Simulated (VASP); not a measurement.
Computed with PBEsol GGA, VASP's PBE PAW potentials (set 64) (plane waves; VASP).

Input for VASP

File POSCAR:
```
Ir3Pd
1
    0.0000000000     1.9207963593     1.9207963593
    1.9207963593     0.0000000000     1.9207963593
    7.6779775154     7.6779775154     0.0052079220
Pd Ir
1 3
Direct
  0.0000000000   0.0000000000   0.0000000000
  0.9944109524   0.9944109524   0.2541917857
  0.0000000000   0.0000000000   0.5000000000
  0.0055890476   0.0055890476   0.7458082143
```

File KPOINTS:
```
Automatic mesh
0
Gamma
12 12 3
0 0 0
```

### INCAR
```
SYSTEM = Ir3Pd
PREC = Accurate; ENCUT = 400; LREAL = .FALSE.
LASPH = .TRUE.
EDIFF = 1E-6; NELM = 100; ALGO = Normal
LMAXMIX = 6
ISMEAR = 1; SIGMA = 0.1
GGA = PS
IBRION = 2; NSW = 60; ISIF = 3
EDIFFG = -0.02
LWAVE = .FALSE.; LCHARG = .FALSE.
```

POTCAR, in this order: Pd Ir (PBE.64 set). Program: vasp_std.

**Question.** What will the output report for the number of irreducible k-points (NKPTS), number of bands (NBANDS), largest plane-wave count, number of space-group operations, FFT grid (NGX, NGY, NGZ)?

**Answer.** 
```yaml
number of irreducible k-points (NKPTS): 49
number of bands (NBANDS): 22
largest_plane_wave_count: 1061
number_of_space_group_operations: 12
FFT grid (NGX, NGY, NGZ): 18 × 18 × 72
```

The structure was generated: Ir3Pd was put into an ordered model structure (R-3m), which need not be its known phase. This run relaxes it. Symmetry was kept, so distortions that lower it aren't found. The start is the result of an earlier pass. The electron count is odd and the run is not spin-polarised, which forces a metal. VASP warned that the highest band is occupied, so more bands are needed.
